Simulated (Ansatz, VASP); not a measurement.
# ZnH2 (CdI2 type (invented)) in two plane-wave programs

Wanted: the spread between two codes on one cell, functional and k mesh. The cell is generated by rule, not measured, and may not be a known phase. The cell is taken from a series of runs on this material, whose earlier steps may have relaxed, scaled, displaced or heated it; both programs get it as it stands.

Main program and level: Ansatz 0.2.0; plane waves, with VASP 6.6.1 beside it; zone-centre phonons at PBEsol.

**1. The structure**

It takes space group P-3m1 (No. 164, trigonal). The conventional cell has a = 2.739 Å, b = 2.739 Å, c = 4.262 Å, α = 90.00°, β = 90.00°, γ = 120.00°. Zn has 6 H at 1.86 Å nearest. Nearest to H lie 3 Zn at 1.86 Å. Farther neighbours are not listed.

**2. VASP: zone-centre phonons, PBEsol**

Second derivatives magnify differences that forces hide, and they need a tight electronic threshold.

Lines of VASP's logs that name or quote its potential files are left out, and so is its time.

INCAR reads:

```
SYSTEM = ZnH2
PREC = Accurate
ENCUT = 500
EDIFF = 1E-08
NELM = 120
ISMEAR = 0
SIGMA = 0.01
LREAL = .FALSE.
ALGO = Normal
GGA = PS
NBANDS = 13
LORBIT = 11
LWAVE = .FALSE.
LCHARG = .FALSE.
ISIF = 2
IBRION = 8
LEPSILON = .TRUE.
LASPH = .TRUE.
GGA_COMPAT = .FALSE.
EFERMI = MIDGAP
KPAR = 2
```

POSCAR reads:

```
ZnH2
1.0
    2.7388222050      0.0000000003      0.0000000000
   -1.3694111028      2.3718896058      0.0000000000
    0.0000000000      0.0000000000      4.2622025400
Zn H
1 2
Direct
    0.0000000000      0.0000000000      0.0000000000
    0.3333333333      0.6666666667      0.2304447509
    0.6666666667      0.3333333333      0.7695552491
```

KPOINTS reads:

```
Automatic mesh
0
Gamma
12 12 6
0 0 0
```

Potentials, in the order of the species: Zn and H (PBE family, release 64).

The run is started by

```
$ mpirun -np 2 vasp_std
```

Numbers of over 12 decimals in the logs are rounded to 6 here.

What it wrote:

```text
[banner, memory and clock lines left out]
running    2 mpi-ranks, on    1 nodes
 distrk:  each k-point on    1 cores,    2 groups
 distr:  one band on    1 cores,    1 groups

 POSCAR found type information on POSCAR ZnH
 POSCAR found :  2 types and       3 ions
|                                                                             |
|               ----> ADVICE to this user running VASP <----                  |
|                                                                             |
|     You enforced a specific xc type in the INCAR file but a different       |
|     [... a line on the potential file left out ...]
|     I HOPE YOU KNOW WHAT YOU ARE DOING!                                     |
|                                                                             |

 LDA part: xc-table for (Slater+PW92), standard interpolation
 POSCAR, INCAR and KPOINTS ok, starting setup
 FFT: planning ... GRIDC
 FFT: planning ... GRID_SOFT
 FFT: planning ... GRID
 WAVECAR not read
 entering main loop
       N       E                     dE             d eps       ncg     rms          rms(c)
DAV:   1     0.486204694200E+02    0.48620E+02   -0.70284E+03  2616   0.135E+03
DAV:   2    -0.561813746545E+01   -0.54239E+02   -0.50676E+02  2705   0.225E+02
DAV:   3    -0.791572843960E+01   -0.22976E+01   -0.22912E+01  3105   0.466E+01
DAV:   4    -0.792605665643E+01   -0.10328E-01   -0.10328E-01  2865   0.333E+00
DAV:   5    -0.792606959797E+01   -0.12942E-04   -0.12942E-04  3075   0.114E-01    0.657E+00
DAV:   6    -0.746629063178E+01    0.45978E+00   -0.13053E+00  3135   0.324E+01    0.483E+00
DAV:   7    -0.738799532865E+01    0.78295E-01   -0.17746E-01  2835   0.553E+00    0.184E+00
DAV:   8    -0.737600632878E+01    0.11989E-01   -0.20938E-02  3683   0.201E+00    0.302E-01
DAV:   9    -0.737602150698E+01   -0.15178E-04   -0.26279E-03  2805   0.558E-01    0.521E-02
DAV:  10    -0.737599972755E+01    0.21779E-04   -0.20894E-04  3352   0.293E-01    0.132E-02
DAV:  11    -0.737600343959E+01   -0.37120E-05   -0.16525E-05  2905   0.609E-02    0.273E-03
DAV:  12    -0.737600371823E+01   -0.27864E-06   -0.15814E-06  2925   0.168E-02    0.120E-03
DAV:  13    -0.737600371074E+01    0.74904E-08   -0.13910E-07  2915   0.357E-03    0.260E-04
DAV:  14    -0.737600370461E+01    0.61293E-08   -0.32649E-09  1685   0.133E-03
   1 F= -.73760037E+01 E0= -.73760037E+01  d E =0.000000E+00
 Linear response reoptimize wavefunctions to high precision
DAV:   1    -0.737600370800E+01   -0.33840E-08   -0.59438E-10  2406   0.396E-04
DAV:   2    -0.737600370801E+01   -0.16144E-10   -0.55279E-11  1365   0.654E-05
 Linear response G [H, r] |phi>, progress :
  Direction:   1
       N       E                     dE             d eps       ncg     rms
RMM:   1    -0.345162747058E+02   -0.34516E+02    0.10699E+02  4186   0.617E+01
RMM:   2    -0.344470396785E+02    0.69235E-01   -0.35019E+00  4256   0.233E+01
RMM:   3    -0.346022659349E+02   -0.15523E+00   -0.21468E-01  4782   0.453E+00
RMM:   4    -0.346205876073E+02   -0.18322E-01   -0.24237E-02  4746   0.762E-01
RMM:   5    -0.346203665124E+02    0.22109E-03   -0.14184E-03  4865   0.194E-01
RMM:   6    -0.346203715735E+02   -0.50610E-05   -0.15782E-04  4684   0.566E-02
RMM:   7    -0.346203815009E+02   -0.99274E-05   -0.14040E-04  4139   0.186E-02
RMM:   8    -0.346203770833E+02    0.44176E-05    0.10802E-03  3668   0.651E-03
RMM:   9    -0.346203770147E+02    0.68614E-07    0.11297E-03  3491   0.252E-03
RMM:  10    -0.346203768129E+02    0.20172E-06    0.11145E-03  3261   0.132E-03
RMM:  11    -0.346203763256E+02    0.48736E-06    0.11884E-03  2951   0.843E-04
RMM:  12    -0.346203765992E+02   -0.27358E-06    0.11571E-03  2654   0.685E-04
RMM:  13    -0.346203764067E+02    0.19250E-06    0.11760E-03  2308   0.627E-04
RMM:  14    -0.346203766216E+02   -0.21496E-06    0.11623E-03  2024   0.614E-04
RMM:  15    -0.346203763276E+02    0.29404E-06    0.11839E-03  1817   0.611E-04
RMM:  16    -0.346203766348E+02   -0.30721E-06    0.11652E-03  1655   0.616E-04
 Linear response G [H, r] |phi>, progress :
  Direction:   2
       N       E                     dE             d eps       ncg     rms
RMM:   1    -0.354229308882E+02   -0.35423E+02    0.64289E+01  3928   0.565E+01
RMM:   2    -0.344073806462E+02    0.10156E+01   -0.22617E+00  4232   0.206E+01
RMM:   3    -0.345567007477E+02   -0.14932E+00   -0.29884E-01  4717   0.406E+00
RMM:   4    -0.345546509893E+02    0.20498E-02   -0.19116E-02  4781   0.736E-01
RMM:   5    -0.345546005287E+02    0.50461E-04   -0.11158E-03  4839   0.186E-01
RMM:   6    -0.345546092312E+02   -0.87025E-05   -0.16157E-04  4692   0.555E-02
RMM:   7    -0.345546082813E+02    0.94994E-06   -0.35703E-05  4085   0.183E-02
RMM:   8    -0.345546070327E+02    0.12486E-05   -0.26423E-04  3651   0.648E-03
RMM:   9    -0.345546078165E+02   -0.78381E-06   -0.16708E-04  3425   0.252E-03
[...]
Linear response to external field (no local field effect), progress :
  Direction:   3
       N       E                     dE             d eps       ncg     rms          rms(c)
RMM:   1    -0.274966039815E+00   -0.27497E+00   -0.52442E-01  3310   0.354E+00
RMM:   2    -0.285291231945E+00   -0.10325E-01   -0.53652E-03  4609   0.611E-01
RMM:   3    -0.285490295677E+00   -0.19906E-03   -0.17809E-04  4435   0.663E-02
[...]
Direction:   3
       N       E                     dE             d eps       ncg     rms          rms(c)
RMM:   1    -0.274966039815E+00   -0.27497E+00   -0.52442E-01  3310   0.354E+00
RMM:   2    -0.285291320845E+00   -0.10325E-01   -0.53660E-03  4611   0.611E-01    0.856E-01
RMM:   3    -0.238830501424E+00    0.46461E-01   -0.12947E-02  4152   0.811E-01    0.358E-01
RMM:   4    -0.239782794815E+00   -0.95229E-03   -0.94327E-03  4451   0.633E-01    0.133E-01
RMM:   5    -0.246461245347E+00   -0.66785E-02   -0.60939E-04  4435   0.191E-01    0.145E-02
RMM:   6    -0.246955842058E+00   -0.49460E-03   -0.14637E-05  4610   0.264E-02    0.720E-03
RMM:   7    -0.247237300676E+00   -0.28146E-03    0.13524E-06  4510   0.129E-02    0.100E-03
RMM:   8    -0.247237009396E+00    0.29128E-06   -0.69870E-07  4603   0.178E-03    0.197E-04
RMM:   9    -0.247234132935E+00    0.28765E-05    0.10632E-07  4700   0.366E-04    0.623E-05
RMM:  10    -0.247234578827E+00   -0.44589E-06   -0.10761E-07  3694   0.114E-04    0.138E-05
RMM:  11    -0.247234424926E+00    0.15390E-06    0.13572E-08  2762   0.527E-05    0.366E-06
 change of polarisation eV/A/(eV/A) component  3 :    -0.240    -0.248     0.451
 dielectric tensor                  component  3 :    -1.569    -1.621     3.951
 Linear response DOF=           4
 Linear response progress:
  Degree of freedom:   1/  4
       N       E                     dE             d eps       ncg     rms          rms(c)
RMM:   1    -0.203960326413E+00   -0.20396E+00    0.12011E-03  8370   0.191E+00
RMM:   2    -0.203808311353E+00    0.15202E-03   -0.76799E-04 10308   0.296E-01    0.442E-02
RMM:   3    -0.203601360064E+00    0.20695E-03   -0.22761E-05 11837   0.417E-02    0.263E-02
RMM:   4    -0.203319475349E+00    0.28188E-03   -0.41609E-06 11876   0.183E-02    0.747E-04
RMM:   5    -0.203320373022E+00   -0.89767E-06   -0.88367E-08 12283   0.198E-03    0.478E-04
RMM:   6    -0.203322936213E+00   -0.25632E-05   -0.16982E-08 12123   0.937E-04    0.674E-05
RMM:   7    -0.203322795918E+00    0.14029E-06   -0.62841E-10 12514   0.129E-04    0.362E-05
RMM:   8    -0.203322379277E+00    0.41664E-06   -0.83469E-11 12386   0.712E-05    0.288E-06
RMM:   9    -0.203322378789E+00    0.48809E-09   -0.76434E-11 11474   0.148E-05    0.153E-06
 first order change of Fermi-energy  -0.75067E-04
 force on displaced ion       1 direction 1 :  -1.403  -0.000   0.000
 Born effective charge ion    1 direction 1 :   2.471   0.000   0.000
 Linear response progress:
  Degree of freedom:   2/  4
       N       E                     dE             d eps       ncg     rms          rms(c)
RMM:   1    -0.219545369087E+00   -0.21955E+00    0.11970E-02  3487   0.224E+00
RMM:   2    -0.216917022667E+00    0.26283E-02   -0.15394E-03  4359   0.426E-01    0.506E-02
RMM:   3    -0.216438123501E+00    0.47890E-03   -0.73437E-05  4812   0.704E-02    0.315E-02
RMM:   4    -0.215949916868E+00    0.48821E-03   -0.34853E-05  4710   0.459E-02    0.617E-03
RMM:   5    -0.215937347125E+00    0.12570E-04   -0.79686E-07  4902   0.602E-03    0.162E-03
RMM:   6    -0.215936676524E+00    0.67060E-06   -0.87646E-08  4944   0.197E-03    0.458E-04
RMM:   7    -0.215939935446E+00   -0.32589E-05    0.18748E-08  5027   0.599E-04    0.103E-04
RMM:   8    -0.215939914340E+00    0.21106E-07   -0.27184E-09  5071   0.173E-04    0.158E-05
RMM:   9    -0.215940171449E+00   -0.25711E-06    0.22567E-10  5184   0.451E-05    0.460E-06
RMM:  10    -0.215940200962E+00   -0.29513E-07   -0.32982E-10  4888   0.144E-05    0.848E-07
RMM:  11    -0.215940198945E+00    0.20170E-08   -0.53085E-11  4505   0.733E-06    0.187E-07
 first order change of Fermi-energy  -0.22777E-03
 force on displaced ion       1 direction 3 :  -0.000  -0.000  -6.409
 Born effective charge ion    1 direction 3 :   0.000   0.000   0.738
 Linear response progress:
  Degree of freedom:   3/  4
       N       E                     dE             d eps       ncg     rms          rms(c)
RMM:   1    -0.154059142709E-01   -0.15406E-01   -0.32695E-04 24535   0.826E-01
RMM:   2    -0.152302884768E-01    0.17563E-03   -0.45140E-04 17528   0.257E-01    0.100E-01
RMM:   3    -0.155494001098E-01   -0.31911E-03   -0.47702E-05 19840   0.557E-02    0.567E-02
RMM:   4    -0.161851742329E-01   -0.63577E-03   -0.40235E-05 19510   0.464E-02    0.307E-03
RMM:   5    -0.162122449991E-01   -0.27071E-04   -0.29118E-06 20206   0.795E-03    0.115E-03
RMM:   6    -0.162112241280E-01    0.10209E-05    0.19287E-07 20343   0.187E-03    0.127E-04
RMM:   7    -0.162118031739E-01   -0.57905E-06   -0.54650E-08 20644   0.260E-04    0.623E-05
RMM:   8    -0.162118815220E-01   -0.78348E-07    0.13714E-08 19944   0.106E-04    0.815E-06
RMM:   9    -0.162118330038E-01    0.48518E-07   -0.44797E-09 21027   0.241E-05    0.317E-06
RMM:  10    -0.162118365433E-01   -0.35395E-08    0.21608E-09 18213   0.930E-06    0.376E-07
 first order change of Fermi-energy   0.19793E-04
 force on displaced ion       2 direction 1 :  -2.171   0.000  -0.000
 Born effective charge ion    2 direction 1 :  -1.233  -0.000   0.000
 Linear response progress:
  Degree of freedom:   4/  4
       N       E                     dE             d eps       ncg     rms          rms(c)
RMM:   1    -0.159785321664E-01   -0.15979E-01   -0.33856E-03  5187   0.824E-01
RMM:   2    -0.155893501223E-01    0.38918E-03   -0.42387E-04  4196   0.221E-01    0.989E-02
RMM:   3    -0.158353196028E-01   -0.24597E-03   -0.26889E-05  4451   0.459E-02    0.561E-02
RMM:   4    -0.162664189881E-01   -0.43110E-03   -0.18431E-05  4452   0.335E-02    0.447E-03
RMM:   5    -0.162985011168E-01   -0.32082E-04   -0.10261E-06  4646   0.676E-03    0.104E-03
RMM:   6    -0.163041415661E-01   -0.56404E-05   -0.23322E-07  4111   0.222E-03    0.369E-04
RMM:   7    -0.163043744897E-01   -0.23292E-06   -0.13622E-08  4664   0.680E-04    0.135E-04
RMM:   8    -0.163051337827E-01   -0.75929E-06    0.26272E-08  4421   0.198E-04    0.521E-05
RMM:   9    -0.163049231336E-01    0.21065E-06   -0.13658E-09  4637   0.755E-05    0.116E-05
RMM:  10    -0.163049692388E-01   -0.46105E-07   -0.23543E-11  4530   0.203E-05    0.485E-06
RMM:  11    -0.163049452318E-01    0.24007E-07   -0.53360E-10  4258   0.849E-06    0.770E-07
RMM:  12    -0.163049464590E-01   -0.12272E-08    0.16639E-11  3717   0.308E-06    0.358E-07
 first order change of Fermi-energy   0.33628E+00
 force on displaced ion       2 direction 3 :   0.000  -0.000  -3.993
 Born effective charge ion    2 direction 3 :   0.000  -0.000  -0.370
 Born effective charges drift removed
 Linear response finished
```

(Part 1 of 2 ends here.)

[Lines on the potential files, build, host, timing and source positions are cut from VASP's logs without a mark.]

[Logs are printed without paths, hosts, clocks, repeated set-up lines and the standing remarks that a program may print on its own settings, such as how far it seeks lower states.]

[Hosts, paths, dates, database ids (printed as entryN), source tags and the programs' standing remarks are cut or masked in the printed files.]
